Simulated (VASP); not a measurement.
# A VASP study of ZrTa (PBE + D3(BJ)): structure first, properties next

What structure does ZrTa take at this level, and what are its properties? The steps: first try, rough relaxation of the start cell, full relaxation (PBE + D3(BJ)), second relaxation, density, ELF and potential (PBE + D3(BJ)), bands along the symmetry lines (PBE + D3(BJ)), total and projected DOS (PBE + D3(BJ)), bands along the symmetry lines (PBE + D3(BJ) + SOC) and bands along the symmetry lines (PBE + D3(BJ)) with a changed input. The cell is invented: it takes the structure of COD entry 1527321, ZrRu (space group 221 there), with some of its atoms replaced by other elements, volume scaled by an estimate. It may not be a known or stable phase.

Calculated with VASP 6.6.1; PBE with D3(BJ); plane waves and PAW (Ta_pv, Zr_sv), in the first sound run; inputs show where later runs differ.

Most raw output is cut from this account.

## 1. Set-up

Before any relaxation, the start is as follows. The structure is cubic, space group Pm-3m (No. 221). Conventional cell: a = 3.416 Å, b = 3.416 Å, c = 3.416 Å, α = 90.00°, β = 90.00°, γ = 90.00°. Ta has 8 Zr at 2.96 Å nearest. Nearest to Zr lie 8 Ta at 2.96 Å. It derives from ZrRu. It takes the structure of COD entry 1527321, ZrRu (space group 221 there), with some of its atoms replaced by other elements, volume scaled by an estimate. Farther neighbours are not listed.

As a file:

```
Ta Zr
1.0
     3.41647    0.00000    0.00000
     0.00000    3.41647    0.00000
     0.00000    0.00000    3.41647
Ta Zr
1 1
Direct
  0.00000 0.00000 0.00000
  0.50000 0.50000 0.50000
```

## 2. First try

This run is made with a changed input; what comes of it follows.

The input, INCAR:

```
SYSTEM = ZrTa
PREC = Accurate
ENCUT = 400
EDIFF = 1E-06
NELM = 89
ISMEAR = 1
SIGMA = 0.2
LREAL = .FALSE.
ALGO = Normal
GGA = PE
IVDW = 12
NBANDS = 17
LORBIT = 11
LWAVE = .FALSE.
LCHARG = .FALSE.
IBRION = 2
NSW = 30
ISIF = 3
EDIFFG = -0.01
```

The input, POSCAR:

```
ZrTa
1.0
    3.4164710000      0.0000000000      0.0000000000
    0.0000000000      3.4164710000      0.0000000000
    0.0000000000      0.0000000000      3.4164710000
Ta Zr
1 1
Direct
    0.0000000000      0.0000000000      0.0000000000
    0.5000000000      0.5000000000      0.5000000000
```

The input, KPOINTS:

```
Automatic mesh
0
Gamma
1 1 1
0 0 0
```

Potentials, in the order of the species: Ta_pv and Zr_sv (PBE family, release 64).

Launch:

```
$ mpirun -np 1 vasp_std
```

Run time: 3.6 s. Hardware: 1 MPI rank of Intel Xeon 6975P-C (Granite Rapids), shared host; peak memory 0.15 GiB.

Convergence was reached, but on settings outside the sound range, so the numbers are no properties of the crystal.

The fault in the input: one k point for a small cell (k-mesh = [1, 1, 1]). A small cell needs a mesh; Γ alone serves large cells only.

## 3. Rough relaxation of the start cell

The start is only an estimate, so a cheap relaxation brings it near a minimum before any careful run.

The input, INCAR:

```
SYSTEM = ZrTa
PREC = Normal
ENCUT = 400
EDIFF = 1E-05
NELM = 60
ISMEAR = 1
SIGMA = 0.2
LREAL = .FALSE.
ALGO = Fast
GGA = PE
IVDW = 12
NBANDS = 17
LORBIT = 11
LWAVE = .FALSE.
LCHARG = .FALSE.
IBRION = 2
NSW = 40
ISIF = 3
EDIFFG = -0.04
```

POSCAR is that of step 2.

The input, KPOINTS:

```
Automatic mesh
0
Gamma
5 5 5
0 0 0
```

Launch:

```
$ mpirun -np 1 vasp_std
```

Elapsed: 4.4 s, on 1 MPI rank; peak memory 0.13 GiB.

This run has no spin polarisation. Its electron count is odd, so without a moment it is a metal by construction. The k-mesh is coarse for a metal. This relaxation is a rough one on cheap settings, only to bring the start near its minimum. Dispersion corrections of this kind ignore metallic screening and tend to overbind metals. The run keeps the 48 symmetry operations of its start, so it cannot find a distortion of lower symmetry.

Step by step:

| step | energy less that of the first step (eV) | largest force (eV/Å) | pressure (GPa) | volume (Å³) |
| --- | --- | --- | --- | --- |
| 1 | 0.0000 | 0.0000 | -4.09 | 39.88 |
| 2 | 0.0197 | 0.0000 | 7.20 | 37.01 |
| 3 | -0.0159 | 0.0000 | -0.04 | 38.68 |

```
conventional cell, symmetrised  before  after  change
                         a (Å)   3.416  3.382  -1.0 %
                         b (Å)   3.416  3.382  -1.0 %
                         c (Å)   3.416  3.382  -1.0 %
              volume (Å³/atom)   19.94  19.34  -3.0 %
```

The relaxed structure:

```cif
data_structure
_symmetry_space_group_name_H-M 'P 1'
_symmetry_Int_Tables_number 1
_cell_length_a 3.3820
_cell_length_b 3.3820
_cell_length_c 3.3820
_cell_angle_alpha 90.000
_cell_angle_beta 90.000
_cell_angle_gamma 90.000
_cell_volume 38.68
loop_
_atom_site_label
_atom_site_type_symbol
_atom_site_fract_x
_atom_site_fract_y
_atom_site_fract_z
_atom_site_occupancy
Ta1 Ta 0.00000 0.00000 0.00000 1
Zr2 Zr 0.50000 0.50000 0.50000 1
```

Numbers from this step:

```yaml
electrons: 23
bands: 17
irreducible_k_points: 10
symmetry_operations: 48
free_energy_toten: -21.13 eV
energy_at_zero_smearing: -21.13 eV
fermi_energy: 7.922 eV
pressure: -0.04376 GPa
metallic_judged_on_the_points_sampled: yes
scf_cycles_over_all_ionic_steps: 41
```

It ends with forces that vanish by symmetry and a pressure of -0.04 GPa.

## 4. Full relaxation (PBE + D3(BJ))

Properties are meant for the cell that this level of theory prefers, so cell and atoms are relaxed first (ISIF = 3) until forces and stress are small; EDIFFG sets the threshold.

The input, INCAR:

```
SYSTEM = ZrTa
PREC = Accurate
ENCUT = 400
EDIFF = 1E-06
NELM = 100
ISMEAR = 1
SIGMA = 0.2
LREAL = .FALSE.
ALGO = Normal
GGA = PE
IVDW = 12
NBANDS = 17
LORBIT = 11
LWAVE = .FALSE.
LCHARG = .FALSE.
IBRION = 2
NSW = 60
ISIF = 3
EDIFFG = -0.01
```

The input, POSCAR:

```
ZrTa
1.0
    3.3820481932      0.0000000000      0.0000000000
    0.0000000000      3.3820481932      0.0000000000
    0.0000000000      0.0000000000      3.3820481932
Ta Zr
1 1
Direct
    0.0000000000      0.0000000000      0.0000000000
    0.5000000000      0.5000000000      0.5000000000
```

The input, KPOINTS:

```
Automatic mesh
0
Gamma
7 7 7
0 0 0
```

Launch:

```
$ mpirun -np 1 vasp_std
```

Run time: 6.8 s. Hardware: 1 MPI rank; peak memory 0.15 GiB.

Relaxation path:

| step | energy less that of the first step (eV) | largest force (eV/Å) | pressure (GPa) | volume (Å³) |
| --- | --- | --- | --- | --- |
| 1 | 0.0000 | 0.0000 | 2.15 | 38.68 |
| 2 | 0.0042 | 0.0000 | -2.93 | 40.16 |
| 3 | -0.0040 | 0.0000 | 0.00 | 39.28 |

```
conventional cell, symmetrised  before  after  change
                         a (Å)   3.382  3.399  +0.5 %
                         b (Å)   3.382  3.399  +0.5 %
                         c (Å)   3.382  3.399  +0.5 %
              volume (Å³/atom)   19.34  19.64  +1.5 %
```

The relaxed structure:

```xyz
2
Lattice="3.3994 0.0000 0.0000 0.0000 3.3994 0.0000 0.0000 0.0000 3.3994" Properties=species:S:1:pos:R:3 pbc="T T T"
Ta    0.0000    0.0000    0.0000
Zr    1.6997    1.6997    1.6997
```

Numbers from this step:

* irreducible k-points: 20
* Fermi energy: 7.733 eV
* pressure: -0.002932 GPa
* SCF cycles over all ionic steps: 28

It ends with forces that vanish by symmetry and a pressure of 0.00 GPa.

## 5. Second relaxation

A relaxation keeps the plane waves of the cell it began with, so it is repeated from the new cell, on a basis made for it.

INCAR is that of step 4.

The input, POSCAR:

```
ZrTa
1.0
    3.3993933262      0.0000000000      0.0000000000
    0.0000000000      3.3993933262      0.0000000000
    0.0000000000      0.0000000000      3.3993933262
Ta Zr
1 1
Direct
    0.0000000000      0.0000000000      0.0000000000
    0.5000000000      0.5000000000      0.5000000000
```

KPOINTS is that of step 4.

Launch:

```
$ mpirun -np 1 vasp_std
```

Run time: 3.2 s. Hardware: 1 MPI rank; peak memory 0.15 GiB.

Little changed from the start: no atom moved by 0.005 Å and no cell edge by 0.1 %.

This step gave:

```yaml
free_energy_toten: -21.14 eV
pressure: 0.005390 GPa
scf_cycles_over_all_ionic_steps: 12
```

It ends with forces that vanish by symmetry and a pressure of 0.01 GPa. The volume moved by under 0.01 %: the run met its threshold at the first step.

## 6. Density, ELF and potential (PBE + D3(BJ))

The relaxed cell gets a fresh self-consistent run, on a basis set for its own volume, to fix the density and to check the remaining stress.

Changes to INCAR since step 5:

```diff
@@ -14,6 +14,5 @@
 LWAVE = .FALSE.
-LCHARG = .FALSE.
-IBRION = 2
-NSW = 60
-ISIF = 3
-EDIFFG = -0.01
+LCHARG = .TRUE.
+ISIF = 2
+LELF = .TRUE.
+LVHAR = .TRUE.
```

POSCAR is that of step 5.

KPOINTS is that of step 5.

Launch:

```
$ mpirun -np 1 vasp_std
```

Elapsed: 3.4 s, on 1 MPI rank; peak memory 0.15 GiB.

This step gave:

| Quantity | Value |
| --- | --- |
| SCF cycles | 12 |

Valence electrons inside each PAW sphere by angular momentum. Sphere charges, by row:

```
atom  s (e)  p (e)  d (e)  tot (e)
 Ta1  0.383   6.11  2.377    8.869
 Zr2  2.232   5.98  1.788    9.999
```

ELF in the ac plane at fractional y = 0.000, with atoms of Ta within 0.2 Å of it. It is the smooth field of the valence electrons, not physical close to the nuclei.

Ten even steps from '_' (0.00) to '@' (0.54):
```
____--####==--**%%%%**--==####--__
..--**%%##====##@@@@##====##%%**--
**##%%%%++==++%%@@@@%%++==++%%%%##
######++====**@@@@@@@@**====++####
==========**%%@@@@@@@@%%**========
----==++**%%%%%%####%%%%%%**++==--
++**##%%@@@@%%##****##%%@@@@%%##**
%%%%@@@@@@@@##**++++**##@@@@@@@@%%
%%%%@@@@@@@@##**++++**##@@@@@@@@%%
++**##%%@@@@%%##****##%%@@@@%%##**
----==++**%%%%%%####%%%%%%**++==--
==========**%%@@@@@@@@%%**========
######++====**@@@@@@@@**====++####
**##%%%%++==++%%@@@@%%++==++%%%%##
..--**%%##====##@@@@##====##%%**--
____--####==--**%%%%**--==####--__
____..**##==--++%%%%++--==##**..__
```
Columns run along a (3.4 Å), rows up along c (3.4 Å). Atoms in or near the plane, at fractional coordinates: Ta at (0.00, 0.00).

Electrostatic potential energy in the ac plane at fractional y = 0.000, with atoms of Ta within 0.2 Å of it. With pseudopotentials it is smooth inside the atoms' cores, unlike the true potential.

Values in eV, 14 rows by 14 columns, each cell a mean:
```
-23 -23 -20 -15 -10  -3   1   2   0  -5 -11 -16 -20 -23
-21 -20 -17 -13  -8  -2   1   2   1  -3  -9 -14 -18 -20
-17 -16 -13 -10  -5  -1   1   2   1  -1  -6 -11 -14 -16
-12 -11  -9  -5  -2   1   2   2   2   0  -2  -6  -9 -11
 -5  -5  -3  -1   0   1   1   2   1   1   0  -1  -3  -5
  0   0   1   1   2   1   1   1   1   1   2   1   1   0
  2   2   2   2   2   2   1   1   1   2   2   2   2   2
  0   1   1   1   2   1   1   1   1   1   2   1   1   1
 -4  -3  -2   0   1   1   1   2   1   1   1  -1  -2  -3
-11 -10  -8  -4  -1   1   2   2   2   0  -2  -5  -8 -10
-16 -15 -13 -10  -4   0   1   2   1  -1  -5 -10 -13 -15
-21 -19 -16 -13  -8  -2   1   2   1  -3  -9 -13 -17 -20
-23 -22 -19 -15 -10  -3   1   2   0  -5 -11 -16 -20 -23
-23 -23 -21 -16 -11  -4   0   2   0  -5 -12 -17 -21 -23
```
Columns run along a (3.4 Å; values clipped at the 3rd and 97th percentile), rows up along c (3.4 Å). Atoms in or near the plane, at fractional coordinates: Ta at (0.00, 0.00).

Valence density in the ac plane at fractional y = 0.000, with atoms of Ta within 0.2 Å of it. It is the smooth field of the valence electrons, not physical close to the nuclei.

Values in e/Å³, 14 rows by 14 columns, each cell a mean:
```
4.0 3.6 2.7 1.4 0.5 0.3 0.2 0.2 0.2 0.3 0.7 1.6 2.8 3.8
3.1 2.7 1.9 1.0 0.4 0.3 0.2 0.2 0.2 0.3 0.5 1.1 2.0 2.8
1.8 1.5 1.0 0.6 0.3 0.2 0.2 0.2 0.2 0.2 0.3 0.6 1.1 1.6
0.7 0.6 0.5 0.3 0.3 0.2 0.2 0.2 0.2 0.2 0.3 0.3 0.5 0.7
0.3 0.3 0.3 0.2 0.2 0.2 0.2 0.2 0.2 0.2 0.2 0.2 0.3 0.3
0.2 0.2 0.2 0.2 0.2 0.2 0.2 0.2 0.2 0.2 0.2 0.2 0.2 0.2
0.2 0.2 0.2 0.2 0.2 0.2 0.2 0.2 0.2 0.2 0.2 0.2 0.2 0.2
0.2 0.2 0.2 0.2 0.2 0.2 0.2 0.2 0.2 0.2 0.2 0.2 0.2 0.2
0.3 0.3 0.3 0.2 0.2 0.2 0.2 0.2 0.2 0.2 0.2 0.2 0.3 0.3
0.6 0.5 0.4 0.3 0.2 0.2 0.2 0.2 0.2 0.2 0.3 0.3 0.4 0.5
1.6 1.3 0.9 0.5 0.3 0.2 0.2 0.2 0.2 0.2 0.3 0.6 1.0 1.4
2.9 2.6 1.8 0.9 0.4 0.3 0.2 0.2 0.2 0.3 0.5 1.0 1.9 2.7
3.9 3.5 2.6 1.3 0.5 0.3 0.2 0.2 0.2 0.3 0.6 1.5 2.7 3.6
4.3 3.9 2.9 1.6 0.6 0.3 0.2 0.2 0.2 0.3 0.7 1.8 3.1 4.0
```
Columns run along a (3.4 Å), rows up along c (3.4 Å). Atoms in or near the plane, at fractional coordinates: Ta at (0.00, 0.00).

In this run the pressure is 0.01 GPa, small enough to go on; single stress components reach 0.01 GPa.

## 7. Bands along the symmetry lines (PBE + D3(BJ))

The mesh alone shows little of the dispersion and can miss band extrema, so KPOINTS_OPT adds a path through the symmetry points after the self-consistent cycle.

The input, INCAR:

```
SYSTEM = ZrTa
PREC = Accurate
ENCUT = 400
EDIFF = 1E-06
NELM = 100
ISMEAR = 1
SIGMA = 0.2
LREAL = .FALSE.
ALGO = Normal
GGA = PE
IVDW = 12
NBANDS = 23
LORBIT = 11
LWAVE = .FALSE.
LCHARG = .FALSE.
```

POSCAR is that of step 6.

KPOINTS is that of step 6.

The input, KPOINTS_OPT:

```
Line mode
16
Line-mode
Reciprocal
  0.00000000   0.00000000   0.00000000 GAMMA
  0.00000000   0.50000000   0.00000000 X

  0.00000000   0.50000000   0.00000000 X
  0.50000000   0.50000000   0.00000000 M

  0.50000000   0.50000000   0.00000000 M
  0.00000000   0.00000000   0.00000000 GAMMA

  0.00000000   0.00000000   0.00000000 GAMMA
  0.50000000   0.50000000   0.50000000 R

  0.50000000   0.50000000   0.50000000 R
  0.00000000   0.50000000   0.00000000 X

  0.50000000   0.50000000   0.00000000 M
  0.50000000   0.50000000   0.50000000 R
```

Launch:

```
$ mpirun -np 1 vasp_std
```

The job ended after 12 s (1 MPI rank; peak memory 0.16 GiB).

Spin-orbit coupling is off here; it can split and shift levels that hold much weight on Ta and Zr by tenths of an eV or more.

This step gave:

```yaml
scf_cycles: 13
bands: 23
pressure: 0.01381 GPa
```

Electronic bands along the path, in eV, zero at the Fermi level; # counts the bands kept in this run:

```csv
point,#1,#2,#3,#4,#5,#6,#7,#8
Γ,-6.64,-3.30,-3.30,0.95,0.95,0.95,3.99,3.99
0.47 of the way,-5.58,-2.71,-2.56,0.85,0.85,1.45,2.39,3.79
X,-3.25,-2.50,-0.99,-0.26,1.17,1.17,1.75,1.75
0.53 of the way,-3.54,-2.81,-0.41,-0.37,-0.25,0.25,2.91,2.95
M,-4.01,-3.28,-1.15,-1.15,1.85,1.85,3.53,4.25
0.53 of the way,-4.79,-2.45,-1.71,-0.13,0.24,1.56,2.18,3.16
Γ,-6.64,-3.30,-3.30,0.95,0.95,0.95,3.99,3.99
0.53 of the way,-3.32,-1.25,-1.17,-1.17,-0.74,-0.74,4.11,4.11
R,-0.88,-0.88,-0.88,-0.76,-0.76,-0.76,4.43,4.43
0.53 of the way,-2.84,-2.15,-1.20,-0.89,-0.16,-0.10,3.36,3.49
X,-3.25,-2.50,-0.99,-0.26,1.17,1.17,1.75,1.75
jump to M,-4.01,-3.28,-1.15,-1.15,1.85,1.85,3.53,4.25
0.47 of the way,-2.89,-2.27,-1.24,-1.24,0.74,0.74,3.92,4.35
R,-0.88,-0.88,-0.88,-0.76,-0.76,-0.76,4.43,4.43
```

Of the projections kept (Ta, Zr), the largest for each band there, as a share of the weight inside these atoms' spheres; weight between the spheres isn't counted:

| point | #1 | #2 | #3 | #4 | #5 | #6 | #7 | #8 |
| --- | --- | --- | --- | --- | --- | --- | --- | --- |
| Γ | Ta 0.60 | Ta 0.56 | Ta 0.56 | Ta 0.59 | Ta 0.59 | Ta 0.59 | Zr 0.54 | Zr 0.54 |
| X | Ta 0.80 | Zr 0.72 | Ta 1.00 | Zr 1.00 | Ta 0.96 | Ta 0.96 | Zr 0.93 | Zr 0.93 |
| M | Ta 0.55 | Ta 0.56 | Ta 0.55 | Ta 0.55 | Ta 0.59 | Ta 0.59 | Ta 0.81 | Zr 0.72 |
| Γ | Ta 0.60 | Ta 0.56 | Ta 0.56 | Ta 0.59 | Ta 0.59 | Ta 0.59 | Zr 0.54 | Zr 0.54 |
| R | Zr 0.80 | Zr 0.80 | Zr 0.80 | Ta 0.87 | Ta 0.87 | Ta 0.87 | Ta 1.00 | Ta 1.00 |
| X | Ta 0.80 | Zr 0.72 | Ta 1.00 | Zr 1.00 | Ta 0.96 | Ta 0.96 | Zr 0.93 | Zr 0.93 |

There is no gap at this level.

## 8. Total and projected DOS (PBE + D3(BJ))

A density of states needs more k-points than a total energy, and tetrahedra (ISMEAR = -5) or a smearing that fits the mesh; LORBIT projects the states on the PAW spheres. The mesh is finer than in the run before.

Changes to INCAR since step 7:

```diff
@@ -5,3 +5,3 @@
 NELM = 100
-ISMEAR = 1
+ISMEAR = -5
 SIGMA = 0.2
@@ -15 +15,2 @@
 LCHARG = .FALSE.
+NEDOS = 2001
```

POSCAR is that of step 7.

The input, KPOINTS:

```
Automatic mesh
0
Gamma
10 10 10
0 0 0
```

Launch:

```
$ mpirun -np 1 vasp_std
```

The job ended after 9.8 s (1 MPI rank; peak memory 0.17 GiB).

With tetrahedra the forces and stress of a metal are not exact derivatives of the energy.

Numbers from this step:

| Quantity | Value |
| --- | --- |
| irreducible k-points | 56 |
| free energy (TOTEN) | -21.15 eV |
| Fermi energy | 7.760 eV |
| pressure | -0.3388 GPa |
| DOS at the Fermi level, one point of the energy grid | 4.451 states/eV/cell |

The density of states has structure finer than the step of the table below, so its rows give means over 0.5 eV, whole bins alone (the curve runs from -12.0 to 4.31 eV). Peaks (eV: height): total -2.29: 3.39, -1.17: 6.14, -0.92: 5.17, -0.06: 4.63; Ta d -2.29: 0.842, -0.92: 1.89, -0.06: 1.45; Zr d -2.33: 0.632, -1.17: 1.75, -0.06: 0.970, 3.55: 1.13.

States under -12.0 eV and over 4.3 eV are left out. The density of states by energy, zero at the Fermi level; means over each step; values in states/eV/cell:

| energy (eV) | total | Ta d | Zr d |
| --- | --- | --- | --- |
| -7.0 | 0 | 0 | 0 |
| -6.5 | 0.0343 | 0 | 0 |
| -6.0 | 0.114 | 2.4e-4 | 2.0e-4 |
| -5.5 | 0.178 | 0.00126 | 0.00122 |
| -5.0 | 0.254 | 0.00385 | 0.00389 |
| -4.5 | 0.361 | 0.0112 | 0.0116 |
| -4.0 | 0.803 | 0.0622 | 0.0821 |
| -3.5 | 1.27 | 0.124 | 0.174 |
| -3.0 | 1.23 | 0.259 | 0.240 |
| -2.5 | 2.50 | 0.611 | 0.473 |
| -2.0 | 1.72 | 0.495 | 0.311 |
| -1.5 | 0.970 | 0.308 | 0.188 |
| -1.0 | 3.99 | 1.37 | 1.04 |
| -0.5 | 2.57 | 0.868 | 0.630 |
| 0.0 | 3.79 | 1.20 | 0.833 |
| 0.5 | 2.50 | 0.847 | 0.564 |
| 1.0 | 0.975 | 0.322 | 0.181 |
| 1.5 | 0.673 | 0.311 | 0.121 |
| 2.0 | 0.719 | 0.265 | 0.234 |
| 2.5 | 1.42 | 0.416 | 0.558 |
| 3.0 | 2.15 | 0.695 | 0.871 |
| 3.5 | 2.59 | 0.980 | 0.998 |
| 4.0 | 2.50 | 1.11 | 0.885 |

The finer mesh and the other smearing move the Fermi level by +0.03 eV from the 7×7×7 run, a small shift, which tests the Fermi level alone. Of the states within 0.3 eV of the Fermi level, the largest shares in the PAW spheres are Ta d 32 % and Zr d 22 %. The rest lies in smaller channels or between the spheres.

[end of part 1 of 2]

[Lines on the potential files, build, host, timing and source positions are cut from VASP's logs without a mark.]

[Logs are printed without paths, hosts, clocks, repeated set-up lines and the standing remarks that a program may print on its own settings, such as how far it seeks lower states.]

[Hosts, paths, dates, database ids (printed as entryN), source tags and the programs' standing remarks are cut or masked in the printed files.]

[A measured line is paired with the nearest computed mode of its activity, which favours agreement.]

[In band tables of VASP the shares of atoms and orbitals are scaled to a sum of 1 inside the atoms' spheres.]
